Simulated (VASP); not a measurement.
## SbW2: relaxation of the atoms with PBEsol

The system is SbW2.

```
CELL_PARAMETERS angstrom
0.00000 3.13301 3.13301
3.13301 0.00000 3.13301
3.13301 3.13301 0.00000
ATOMIC_POSITIONS crystal
Sb 0.50000 0.50000 0.50000
W 0.25000 0.25000 0.25000
W 0.75000 0.75000 0.75000
```

The cell was built by a generator and needn't be a form met in nature.

```yaml
Program: VASP 6.6.1
Task: relaxation of the atoms
Functional: PBEsol
Potentials_or_basis: VASP PAW PBE potentials, release 64 (Sb, W_sv)
Cutoff: 520 eV
k_mesh: 7 × 7 × 7
Occupations: methfessel-paxton, width 0.1 eV
Spin: no spin polarisation
Further_INCAR_settings: ALGO = Fast; EDIFF = 1e-06; IBRION = 2; EDIFFG = -0.005; NSW = 40
```

```json
{"Pressure after relaxing": "-5.3 GPa"}
```

Final structure:
```
Sb W
1.0
     0.00000    3.13301    3.13301
     3.13301    0.00000    3.13301
     3.13301    3.13301    0.00000
Sb W
1 2
Direct
  0.50000 0.50000 0.50000
  0.25000 0.25000 0.25000
  0.75000 0.75000 0.75000
```

Levels at points of the mesh, in eV from the Fermi level:
```
           k point  band 15  band 16  band 17  band 18  band 19  band 20
(0.00, 0.00, 0.00)     0.80     1.66     1.66     1.69     4.48     4.54
```

Wall time 18 s on 1 thread of Intel(R) Xeon(R) 6975P-C (Granite Rapids) (shared host), peak memory 0.21 GiB.

Caveat: the relaxation stopped at its first step, so nothing moved; the bands computed are all filled at some k points, so no gap is given; the PAW data sets were made with another functional, which shifts forces and pressure a little. Spin-orbit coupling is left out, which matters for the levels of Sb, W.
